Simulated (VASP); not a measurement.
The cell holds one AgCl (rock salt) (100) slab, with vacuum along c, ions free to move until forces fall under 0.03 eV/Å, no reconstruction beyond this cell, dipole correction on. Ionisation potential and electron affinity count from the cell's own band edges, surface states included.

Data:

```xyz
8
Lattice="3.8500 0.0000 0.0000 0.0000 3.8500 0.0000 0.0000 0.0000 25.6048" Properties=species:S:1:pos:R:3 pbc="T T T"
Ag     0.0000     1.9250     8.8317
Ag     1.9250     0.0000    11.3415
Ag     3.8500     1.9250    14.2633
Ag     1.9250     0.0000    16.7732
Cl     3.8500     1.9250    11.5013
Cl     1.9250     0.0000     8.6210
Cl     0.0000     1.9250    16.9839
Cl     1.9250     0.0000    14.1035
```

Method: PBEsol GGA, VASP's PBE PAW potentials (set 64) (plane waves; VASP). Numerical set-up: 400 eV cut-off, 5×5×1 Γ-centred mesh, Gaussian smearing of 0.050 eV, potentials Ag Cl.

Slab and bulk use different k-meshes, so the surface energy is good to a few per cent at best.

### Question
Predict its surface energy, ionisation potential, electron affinity.

### Answer

```
Quantity                  Value
--------------------  ---------
surface energy        0.20 J/m²
ionisation potential    5.58 eV
electron affinity       4.50 eV
```

The cell is a thin slab with vacuum, built from AgCl (rock salt): (100) face.
